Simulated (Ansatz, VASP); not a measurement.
**Al (Al(111)) in two plane-wave programs**

One calculation is typed for both programs; each brings its own data sets. How far apart do they land? The cell is taken from a series of runs on this material, whose earlier steps may have relaxed, scaled, displaced or heated it; both programs get it as it stands.

Program: Ansatz 0.2.0. Level of theory: plane waves, with VASP 6.6.1 beside it; r2SCAN. Results are calculated unless marked as measured.

## (1) Starting point

The cell holds 5 atoms: 5 Al. Its edges and angles: a = 2.864 Å, b = 2.864 Å, c = 27.353 Å, α = 90.0°, β = 90.0°, γ = 60.0°. Vacuum lies along c.

## (2) Ansatz: single point, r2SCAN

Ansatz runs on its default PAW (the set named soft_2) files.

A single point takes one fixed geometry, so differences don't come from the geometry; what else differs is listed under the comparison.

Contents of input.yaml:

```yaml
crystal:
  lattice:
    - [2.8637824638, 0.0, 0.0]
    - [1.4318912319, 2.4801083646, 0.0]
    - [0.0, 0.0, 27.3530743609]
  atoms:
    - { symbol: Al, position: [0.6666666667, 0.6666666667, 0.329030656] }
    - { symbol: Al, position: [0.0, 0.0, 0.414515328] }
    - { symbol: Al, position: [0.3333333333, 0.3333333333, 0.5] }
    - { symbol: Al, position: [0.6666666667, 0.6666666667, 0.585484672] }
    - { symbol: Al, position: [0.0, 0.0, 0.670969344] }
kpoints:
  mp_grid: { grid: [24, 24, 1] }
hamiltonian:
  xc: r2scan
scf:
  occupations: { method: fermi_dirac, width: 0.1 }
  convergence: { dr2_threshold: 1.0e-10 }
efield:
  axis: 3
  dipole_correction: true
  ramp_position: 0.97
  ramp_width: 0.06
  amplitude: 0
output:
  forces: true
  write_potential: true
  write_density: true
  volumetric_format: npy
```

On the command line:

```
ansatz run input.yaml --threads 2 --pin off --max-ram 3072MiB --backend cpu --events-out ev --progress --plain --runs-dir out
```

Numbers of over 12 decimals in the logs are rounded to 6 here.

Log:

```text
Engine: ansatz 0.2.0, x86_64-unknown-linux-gnu
Pseudopotentials: kind: paw
Pseudopotential: Al, paw, valence charge 3, recommended cutoff 500 eV (meta_gga), Al.paw.azcp
Functional definition: r2SCAN
  parameter k0 = 0.174
  parameter k1 = 0.065
  parameter a1 = 4.9479
  exchange = r2scan_x(k0 = k0, k1 = k1, a1 = a1)
  correlation = r2scan_c
Crystal: 5 atoms, lattice volume = 194.275 Å³
Basis set: ecut = 500 eV, 4923 PW (Γ), exchange–correlation on 96×96×800 points (64 copies of the dense FFT grid, shifted against one another)
Bands: 13, of which v1, the nominal top of the filled ones, is band 8 counted from 1 (7 counted from 0)
Symmetry: 6 space group operations
k-points: 61 of 576 (time reversal used)
Non-local potential: Al, projectors of the file, l = 0: 2, l = 1: 2, l = 2: 1
PAW form: soft (Blöchl's): semilocal exchange-correlation on the pseudo side does not see the compensation charge
PAW frozen core: Al, regenerated for the run's functional (the file was generated under x = pbe(κ = 0.804, μ = 0.219515), c = pbe(β = 0.066725))
PAW one-centre angular grid: Al, 302 points (default); XC on 160 Gauss nodes
Initial density: superposition of atomic densities (neutral atoms: chi_scale 0, normalization atom), corrected by the library's trained network
Initial wavefunctions: pseudopotential atomic-orbital guess
Functional: x = r2scan, c = r2scan; τ floored in thin density (d = 2e-4 eV/Å³)
SCF iter   1: F=—  HF=-2701.170519 eV  |F-HF|=—  |Δ(HF+E_count)|=         —  Δρ=2.33e-3  dr2=2.50e-2  dr2_τ=1.81e-2  ethr=1.77e-3  p=0.000 e·Å  D=1.61e-14 V/Å  ΔV_dip=-0.00 eV  dr2_dipole=2.18e-8  V_vac-E_F(+/−)=3.95/3.95 eV  ⟨swp⟩=8.8  Hψ=6585  notcnv=0
efield: sawtooth ramp at fractional position 0.9700 (set: `efield.ramp_position`, or a place that a band, a saddle search or an elastic batch's reference lends), width 0.0600; the density the first Hamiltonian is built on has a dipole p = 0.000 e·Å; the dipole correction subtracts the counter field D = 1.61e-14 V/Å, which shifts the + side's vacuum level by -0.00 eV against the − side's; the planar-averaged density in the ramp window peaks in size at 8.0e-6 e/Å³
preconditioner: auto → LDOS  [metal: Δε(μ)=0.058 eV  Ē_g=7.174 eV  σ=0.100 eV  W_gap=0.14  n_scr=14 (ndim 8)  ℏωp=10.3 eV  f_vac=0.480  D(μ)=2.17/eV (n_scr^D=12)  β→1.0]
SCF iter   2: F=—  HF=-2701.204450 eV  |F-HF|=—  |Δ(HF+E_count)|=   3.39e-2  Δρ=7.68e-4  dr2=1.20e-3  dr2_τ=5.76e-6  ethr=1.67e-4  p=-0.000 e·Å  D=-9.31e-7 V/Å  ΔV_dip=0.00 eV  dr2_dipole=1.48e-8  V_vac-E_F(+/−)=4.13/4.13 eV  ⟨swp⟩=2.7  Hψ=2071  notcnv=0  defer=18
SCF iter   3: F=—  HF=-2701.204714 eV  |F-HF|=—  |Δ(HF+E_count)|=   2.64e-4  Δρ=1.40e-4  dr2=7.36e-5  dr2_τ=3.22e-7  ethr=7.97e-6  p=0.000 e·Å  D=3.69e-6 V/Å  ΔV_dip=-0.00 eV  dr2_dipole=5.95e-10  V_vac-E_F(+/−)=4.15/4.15 eV  ⟨swp⟩=2.4  Hψ=1320  notcnv=0  defer=18
SCF iter   4: F=—  HF=-2701.204753 eV  |F-HF|=—  |Δ(HF+E_count)|=   3.83e-5  Δρ=4.50e-5  dr2=6.84e-6  dr2_τ=3.82e-8  ethr=4.90e-7  p=0.000 e·Å  D=3.48e-7 V/Å  ΔV_dip=-0.00 eV  dr2_dipole=4.18e-11  V_vac-E_F(+/−)=4.16/4.16 eV  ⟨swp⟩=2.5  Hψ=1328  notcnv=0  defer=18
SCF iter   5: F=—  HF=-2701.204757 eV  |F-HF|=—  |Δ(HF+E_count)|=   4.81e-6  Δρ=1.43e-5  dr2=5.57e-7  dr2_τ=2.27e-9  ethr=4.56e-8  p=0.000 e·Å  D=1.10e-7 V/Å  ΔV_dip=-0.00 eV  dr2_dipole=3.70e-11  V_vac-E_F(+/−)=4.16/4.16 eV  ⟨swp⟩=2.7  Hψ=1297  notcnv=0  defer=18
SCF iter   6: F=—  HF=-2701.204741 eV  |F-HF|=—  |Δ(HF+E_count)|=   1.69e-5  Δρ=4.44e-6  dr2=4.14e-8  dr2_τ=1.76e-10  ethr=3.71e-9  p=-0.000 e·Å  D=-1.92e-8 V/Å  ΔV_dip=0.00 eV  dr2_dipole=9.80e-14  V_vac-E_F(+/−)=4.16/4.16 eV  ⟨swp⟩=2.6  Hψ=1304  notcnv=0  defer=18
SCF iter   7: F=—  HF=-2701.204741 eV  |F-HF|=—  |Δ(HF+E_count)|=   4.17e-8  Δρ=6.59e-7  dr2=1.03e-9  dr2_τ=2.90e-12  ethr=2.76e-10  p=0.000 e·Å  D=2.79e-8 V/Å  ΔV_dip=-0.00 eV  dr2_dipole=3.79e-13  V_vac-E_F(+/−)=4.16/4.16 eV  ⟨swp⟩=2.8  Hψ=1312  notcnv=0  defer=18
iter 8 met the thresholds in force, and the SCF goes on: an eigenvalue changes by 1.36 meV, over its tolerance of 1.01 meV (output.eigenvalues, Limitations)
SCF iter   8: F=-2701.204741 eV  HF=-2701.204741 eV  |F-HF|=4.37e-11  |Δ(HF+E_count)|=   1.41e-9  Δρ=4.77e-8  dr2=8.56e-12  dr2_τ=3.29e-14  ethr=1.00e-12  p=-0.000 e·Å  D=-2.85e-8 V/Å  ΔV_dip=0.00 eV  dr2_dipole=7.30e-14  V_vac-E_F(+/−)=4.16/4.16 eV  ⟨swp⟩=11.4  Hψ=5523  notcnv=0
SCF iter   9: F=-2701.204741 eV  HF=-2701.204741 eV  |F-HF|=4.09e-12  |Δ(HF+E_count)|=  3.96e-11  Δρ=1.63e-8  dr2=1.58e-12  dr2_τ=5.97e-15  ethr=1.00e-12  p=0.000 e·Å  D=1.41e-8 V/Å  ΔV_dip=-0.00 eV  dr2_dipole=2.37e-14  V_vac-E_F(+/−)=4.16/4.16 eV  ⟨swp⟩=5.8  Hψ=3958  notcnv=0
SCF 1 converged in 9 iterations: F = -2701.204741 eV  dr2 = 1.58e-12
  greatest PAW one-centre occupation: 0.453 electrons in one spin orbital (limit 2), on the Al atom at site 0 (counted from 0), in its partial waves of l = 0
WARN: The output density's exchange-correlation potential varies sharply where the density is thin. Do not read a vacuum level from v_tot or v_xc, or from such a field of the output density. On a cell that repeats whose density bears no net charge and no dipole along the vacuum's axis use v_es (v_loc + v_h of the components); under efield.dipole_correction with no amplitude use v_es + v_field, which holds any externa [...]
SCF converged after 9 iterations
an eigenvalue changed by more than its tolerance at an iteration that met the thresholds in force, so the SCF went on 1 time: the last check found none over its tolerance
Free energy (F): -2701.204741 eV
Harris-Foulkes:  -2701.204741 eV  (|F-HF|=4.09e-12)
Internal energy: -2701.133515 eV  (E = F + TS)
E sigma→0 (E₀):  -2701.169128 eV
Entropy (-TS):   -0.071226 eV (-14.245 meV/atom)
Fermi energy:    1.038799 eV
Dipole field:    D = 0.000000 V/Å  (p = 0.000000 e·Å, saw-weighted, corrected)
Work function:   Φ+ = 4.1643 eV   Φ− = 4.1644 eV
Levels:          The Fermi level and band energies are counted from a zero that moves with the ramp; work functions are not
--- Per-component energies (eV) ---
  E_band       = -51.477155
  E_kinetic    = 110.658421
  E_local      = -4258.560133  (includes V_loc(G=0)·N_el)
  E_nonlocal   = 48.178811
  E_hartree    = 2105.404490
  E_xc         = -180.811180
  E_vxc        = -151.956648  (∫ρ·V_xc dr)
  E_paw        = -2365.121947  (= ΣΔE_a)
  E_vpaw       = -16.660834  (= ΣTr[D̂ρ^β])
  E_aug_tail   = -0.000004  (compensation charges beyond the density's cutoff)
  E_vtau       = 6.054220  (kinetic-family band-sum trace: ∫τ·v_τ [+ j·A + Jᵃ·Aᵃ] dr)
  E_efield     = 0.000000  (sawtooth field / dipole correction)
  E_vefield    = 0.000000  (∫n·V_field dr)
  E_ewald      = 1839.418566
  E_core_change = -0.300540  (= ΣΔE_core)
  E_smearing   = -0.071226  (= −TS)
  E_closure    = -0.000000  (closes the sum)
  Σ components = -2701.204741   (vs F -2701.204741, Δ=0.00e0)
--- Forces (eV/Å), atoms counted from 1 ---
  atom   1  Al     0.00000000     0.00000000     0.05038012
  atom   2  Al     0.00000000     0.00000000     0.06842514
  atom   3  Al     0.00000000     0.00000000     0.00000047
  atom   4  Al    -0.00000000    -0.00000000    -0.06842604
  atom   5  Al     0.00000000    -0.00000000    -0.05037962
  max |Σ_I F_I| component: 6.87e-8 eV/Å
--- Band table (eV; the first three rows and the last of 61) ---
  k-point 0: bands = [... 4 lower, -4.8772, -2.8436, -0.1931, 2.3650, 4.3662, 5.2829, 5.4160, 6.6803, ... 1 higher]
  k-point 1: bands = [... 4 lower, -4.8338, -2.8016, -0.1516, 2.4055, 4.4068, 5.3244, 5.4577, 6.7198, ... 1 higher]
  k-point 2: bands = [... 4 lower, -4.7035, -2.6756, -0.0273, 2.5261, 4.5277, 5.4484, 5.5823, 6.8364, ... 1 higher]
  k-point 60: bands = [... 4 lower, -1.4854, -1.4854, -0.6464, -0.6464, -0.0871, 0.7071, 1.8952, 1.8952, ... 1 higher]
```

The column dr2 measures how far the density is from self-consistency, as an energy; F and HF (Harris–Foulkes) agree once it is small.

## (3) VASP: single point, r2SCAN

The same cell, functional, mesh and smearing now go to VASP, with its own data sets.

Lines of VASP's logs that name or quote its potential files are left out, and so is its time.

Contents of INCAR:

```
SYSTEM = Al
PREC = Accurate
ENCUT = 440
EDIFF = 1E-06
NELM = 120
ISMEAR = -1
SIGMA = 0.1
LREAL = .FALSE.
ALGO = Normal
METAGGA = R2SCAN
LASPH = .TRUE.
NBANDS = 13
LORBIT = 11
LWAVE = .FALSE.
LCHARG = .FALSE.
ISIF = 2
LDIPOL = .TRUE.
IDIPOL = 3
DIPOL = 0.5 0.5 0.5
LVHAR = .TRUE.
GGA_COMPAT = .FALSE.
NELMDL = -8
LMIXTAU = .TRUE.
KPAR = 2
```

Contents of POSCAR:

```
Al
1.0
    2.8637824638      0.0000000000      0.0000000000
    1.4318912319      2.4801083646      0.0000000000
    0.0000000000      0.0000000000     27.3530743609
Al
5
Direct
    0.6666666666      0.6666666666      0.3290306560
    1.0000000000      1.0000000000      0.4145153280
    0.3333333333      0.3333333333      0.5000000000
    0.6666666666      0.6666666666      0.5854846720
    1.0000000000      1.0000000000      0.6709693440
```

Contents of KPOINTS:

```
Automatic mesh
0
Gamma
24 24 1
0 0 0
```

The projector-augmented-wave data sets are Al (PBE family, release 64).

On the command line:

```
mpirun -np 2 vasp_std
```

Log:

```text
[banner, memory and clock lines left out]
running    2 mpi-ranks, on    1 nodes
 distrk:  each k-point on    1 cores,    2 groups
 distr:  one band on    1 cores,    1 groups

 POSCAR found type information on POSCAR Al
 POSCAR found :  1 types and       5 ions
|                                                                             |
|               ----> ADVICE to this user running VASP <----                  |
|                                                                             |
|     You enforced a specific xc type in the INCAR file but a different       |
|     [... a line on the potential file left out ...]
|     I HOPE YOU KNOW WHAT YOU ARE DOING!                                     |
|                                                                             |

 LDA part: xc-table for (None), standard interpolation
 POSCAR, INCAR and KPOINTS ok, starting setup
 FFT: planning ... GRIDC
 FFT: planning ... GRID_SOFT
 FFT: planning ... GRID
 WAVECAR not read
 entering main loop
       N       E                     dE             d eps       ncg     rms          rms(c)
DAV:   1     0.200994927692E+02    0.20099E+02   -0.43657E+03  1586   0.714E+02
DAV:   2    -0.319965466299E+02   -0.52096E+02   -0.46590E+02  2222   0.118E+02
DAV:   3    -0.343092349880E+02   -0.23127E+01   -0.22406E+01  2131   0.254E+01
DAV:   4    -0.343849461886E+02   -0.75711E-01   -0.75635E-01  2232   0.583E+00
DAV:   5    -0.343896924162E+02   -0.47462E-02   -0.47460E-02  2697   0.136E+00
DAV:   6    -0.343897708568E+02   -0.78441E-04   -0.78440E-04  2480   0.165E-01
DAV:   7    -0.343897749186E+02   -0.40618E-05   -0.40618E-05  2680   0.304E-02
DAV:   8    -0.343897750057E+02   -0.87051E-07   -0.87099E-07  1704   0.450E-03    0.657E+00
DAV:   9    -0.340909863311E+02    0.29879E+00   -0.24033E+00  1719   0.784E+00    0.397E+00
DAV:  10    -0.337733403357E+02    0.31765E+00   -0.15890E+00  1741   0.837E+00    0.229E+00
DAV:  11    -0.334094411356E+02    0.36390E+00   -0.60532E-01  1920   0.453E+00    0.433E-01
DAV:  12    -0.333887622011E+02    0.20679E-01   -0.51944E-02  2014   0.151E+00    0.229E-01
DAV:  13    -0.333143301492E+02    0.74432E-01   -0.32551E-03  2155   0.404E-01    0.202E-01
DAV:  14    -0.331953207396E+02    0.11901E+00   -0.39925E-03  1956   0.377E-01    0.817E-02
[...]
DAV:  39    -0.328288995269E+02    0.34910E-03   -0.43153E-05  1586   0.654E-02    0.244E-02
DAV:  40    -0.328294563434E+02   -0.55682E-03   -0.57316E-04  1586   0.175E-01    0.316E-02
DAV:  41    -0.328295629627E+02   -0.10662E-03   -0.94119E-06  1906   0.207E-02    0.300E-02
DAV:  42    -0.328293419566E+02    0.22101E-03   -0.14142E-05  1686   0.221E-02    0.308E-02
DAV:  43    -0.328294387891E+02   -0.96833E-04   -0.67007E-06  1756   0.151E-02    0.191E-02
DAV:  44    -0.328294376343E+02    0.11548E-05   -0.50190E-07  1418   0.600E-03    0.114E-02
DAV:  45    -0.328295663183E+02   -0.12868E-03   -0.10975E-05  1721   0.193E-02    0.591E-03
DAV:  46    -0.328295665968E+02   -0.27856E-06   -0.36547E-07  1460   0.503E-03
   1 F= -.32829567E+02 E0= -.32793935E+02  d E =-.712639E-01
```

OUTCAR, selected parts (step 3):

```text
ion  position               nearest neighbor table
   1  0.667  0.667  0.329-   2 2.86   2 2.86   2 2.86
   2  0.000  0.000  0.415-   3 2.86   1 2.86   1 2.86   3 2.86   3 2.86   1 2.86
   3  0.333  0.333  0.500-   2 2.86   4 2.86   4 2.86   2 2.86   4 2.86   2 2.86
   4  0.667  0.667  0.585-   5 2.86   3 2.86   5 2.86   3 2.86   3 2.86   5 2.86
   5  0.000  0.000  0.671-   4 2.86   4 2.86   4 2.86

  LATTYP: Found a hexagonal cell.
 ALAT       =     2.8637824638
 C/A-ratio  =     9.5513799342

 Subroutine GETGRP returns: Found 12 space group operations
 (whereof  6 operations were pure point group operations)

The static configuration has the point symmetry C_3v.
 The point group associated with its full space group is D_3d.

 Found     61 irreducible k-points:

   k-points           NKPTS =     61   k-points in BZ     NKDIM =     61   number of bands    NBANDS=     13

   dimension x,y,z NGX =    20 NGY =   20 NGZ =  192
   dimension x,y,z NGXF=    40 NGYF=   40 NGZF=  384

   ENCUT  =  440.0 eV  32.34 Ry    5.69 a.u.   4.90  4.90 46.78*2*pi/ulx,y,z

   NELECT =      15.0000    total number of electrons

 k-points in reciprocal lattice and weights: Automatic mesh
   0.00000000  0.00000000  0.00000000       0.002
   0.04166667  0.00000000  0.00000000       0.010
   0.08333333 -0.00000000  0.00000000       0.010
   0.12500000  0.00000000  0.00000000       0.010
   0.16666667  0.00000000  0.00000000       0.010
   0.20833333  0.00000000  0.00000000       0.010
   0.25000000  0.00000000  0.00000000       0.010
   0.29166667  0.00000000  0.00000000       0.010
   0.33333333  0.00000000  0.00000000       0.010
[...]
-0.37500000  0.29166667  0.00000000       0.021
  -0.33333333  0.33333333  0.00000000       0.003

 dipolmoment           0.000000      0.000000      0.000000 electrons x Angstroem

 average (electrostatic) potential at core
       1 -82.5963       2 -82.5347       3 -82.5281       4 -82.5346       5 -82.5963

 E-fermi :   1.0553

 k-point     1 :       0.0000    0.0000    0.0000
  band No.  band energies     occupation
    ...
      3      -8.5544      2.00000
      4      -6.9289      2.00000
      5      -4.8607      2.00000
      6      -2.8220      2.00000
      7      -0.1726      1.99999
      8       2.3866      0.00000
      9       4.3846      0.00000
     10       5.3034      0.00000
     11       5.4405      0.00000
     12       6.6955      0.00000
    ...

 k-point     2 :       0.0417    0.0000    0.0000
  band No.  band energies     occupation
    ...
      3      -8.5105      2.00000
      4      -6.8852      2.00000
      5      -4.8172      2.00000
      6      -2.7801      2.00000
      7      -0.1312      1.99999
      8       2.4269      0.00000
      9       4.4251      0.00000
     10       5.3448      0.00000
     11       5.4822      0.00000
     12       6.7349      0.00000
    ...

 k-point     3 :       0.0833   -0.0000    0.0000
  band No.  band energies     occupation
    ...
      3      -8.3787      2.00000
      4      -6.7545      2.00000
      5      -4.6869      2.00000
      6      -2.6543      2.00000
      7      -0.0071      1.99995
      8       2.5474      0.00000
      9       4.5458      0.00000
     10       5.4687      0.00000
     11       5.6068      0.00000
     12       6.8512      0.00000
    ...

  Total       -3.3551820     -3.3551820     -0.9363695      0.0000000      0.0000000      0.0000000
  in kB      -27.6700429    -27.6700429     -7.7221992      0.0000000      0.0000000      0.0000000
  external PRESSURE =     -21.0207616 kB  Pullay stress =       0.0000000 kB

  energy-cutoff  :      440.00
  volume of cell :      194.27
      direct lattice vectors                 reciprocal lattice vectors
     2.863782464  0.000000000  0.000000000     0.349188534 -0.201604094  0.000000000
     1.431891232  2.480108365  0.000000000     0.000000000  0.403208188  0.000000000
     0.000000000  0.000000000 27.353074361     0.000000000  0.000000000  0.036558962

 POSITION                                       TOTAL-FORCE (eV/Angst)
 -----------------------------------------------------------------------------------
      2.86378      1.65341      9.00000        -0.000000     -0.000000      0.062675
      0.00000      0.00000     11.33827         0.000000     -0.000000      0.069970
      1.43189      0.82670     13.67654        -0.000000      0.000000     -0.000000
      2.86378      1.65341     16.01481        -0.000000     -0.000000     -0.069970
      0.00000      0.00000     18.35307         0.000000      0.000000     -0.062675
 -----------------------------------------------------------------------------------
    total drift:                                0.000010      0.000006      0.000009

  FREE ENERGIE OF THE ION-ELECTRON SYSTEM (eV)
  ---------------------------------------------------
  free  energy   TOTEN  =       -32.8295665968 eV

  energy  without entropy=      -32.7583026953  energy(sigma->0) =      -32.79393465

 vacuum level on the upper side and lower side of the slab         5.224         5.224

 total charge
# of ion       s       p       d       tot
------------------------------------------
    1        0.444   0.321   0.000   0.765
    2        0.422   0.350   0.000   0.772
    3        0.422   0.349   0.000   0.771
    4        0.422   0.350   0.000   0.772
    5        0.444   0.321   0.000   0.765
--------------------------------------------------
tot          2.152   1.691   0.000   3.844

[... 3 further parts left out ...]
```

## (4) Differences

Known differences besides the potentials themselves: VASP keeps PBE cores, Ansatz makes them for the functional; the cutoff is 500 eV in Ansatz and 440 eV in VASP. Total energies have different zeros and are not compared.

Compared:

```csv
quantity,Ansatz,VASP,difference
"work function, lower of the two faces (eV)",4.16,4.17,0.00
"work function, higher of the two faces (eV)",4.16,4.17,0.00
```

Forces (eV/Å; atoms numbered as in POSCAR):

```csv
atom,"Ansatz x, y, z","VASP x, y, z"
Al1,"0.000, 0.000, 0.050","0.000, 0.000, 0.063"
Al2,"0.000, 0.000, 0.068","0.000, 0.000, 0.070"
Al3,"0.000, 0.000, 0.000","0.000, 0.000, 0.000"
Al4,"0.000, 0.000, -0.068","0.000, 0.000, -0.070"
Al5,"0.000, 0.000, -0.050","0.000, 0.000, -0.063"
```

The forces differ by 4.5 meV/Å r.m.s., which is 13.2 % of the r.m.s. force of 0.034 eV/Å (both taken over all components). Where the cell holds vacuum, a pressure given here is an average over it and none of the material.

## (5) Outcome

```yaml
r_m_s_force_difference_single_point_r2scan: 4.5 meV/Å
```

What this shows: The r.m.s. force difference is 4.5 meV/Å (single point, r2SCAN), within the 12 meV/Å picked in this series as the mark of a large difference. How closely two codes agree says nothing of how well the functional describes the real material.

[Lines on the potential files, build, host, timing and source positions are cut from VASP's logs without a mark.]

[Logs are printed without paths, hosts, clocks, repeated set-up lines and the standing remarks that a program may print on its own settings, such as how far it seeks lower states.]

[Hosts, paths, dates, database ids (printed as entryN), source tags and the programs' standing remarks are cut or masked in the printed files.]
